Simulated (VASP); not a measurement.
A convergence study with VASP on HgTe (zinc blende): one setting is varied, all else stays as given below, so the limit is that of these other settings.

```xyz
2
Lattice="0.0000 3.2300 3.2300 3.2300 0.0000 3.2300 3.2300 3.2300 0.0000" Properties=species:S:1:pos:R:3 pbc="T T T"
Hg     0.0000     0.0000     0.0000
Te     1.6150     1.6150     1.6150
```

Level of theory: PBE GGA, VASP's PBE PAW potentials (set 64) (plane waves; VASP). The tightest run used: 550 eV cut-off, 16×16×16 Γ-centred mesh, Gaussian smearing of 0.050 eV, potentials Hg Te.

Task: The settings run are 1×1×1 mesh; 2×2×2 mesh; 3×3×3 mesh; 5×5×5 mesh; 6×6×6 mesh; 7×7×7 mesh; 9×9×9 mesh; 10×10×10 mesh; 11×11×11 mesh; 12×12×12 mesh; 13×13×13 mesh; 15×15×15 mesh; 16×16×16 mesh. From which on does the energy per atom stay within 0.001 eV/atom of the tightest run?

Result: From 9×9×9 mesh on: it is off by 0.0007 there and by no more than 0.001 in any finer run, while 7×7×7 mesh is off by 0.0029.
```tsv
setting	E (eV/atom)	pressure (GPa)	irreducible k-points	difference judged (eV/atom)
1×1×1 mesh	4.2088	55.11	1	6.0001
2×2×2 mesh	-1.0880	9.22	3	0.7033
3×3×3 mesh	-1.6301	5.24	4	0.1612
5×5×5 mesh	-1.7748	4.00	10	0.0165
6×6×6 mesh	-1.7848	3.89	16	0.0066
7×7×7 mesh	-1.7885	3.86	20	0.0029
9×9×9 mesh	-1.7907	3.83	35	0.0007
10×10×10 mesh	-1.7910	3.83	47	0.0003
11×11×11 mesh	-1.7912	3.82	56	0.0002
12×12×12 mesh	-1.7913	3.82	72	0.0001
13×13×13 mesh	-1.7913	3.82	84	0.0000
15×15×15 mesh	-1.7914	3.82	120	0.0000
16×16×16 mesh	-1.7914	3.82	145	0.0000
```

Left out are rungs that failed or repeat a setting and relaxations that didn't move; long series are thinned to 24 rows.

The compound is HgTe in the zinc blende structure. The cell was not relaxed at this level.
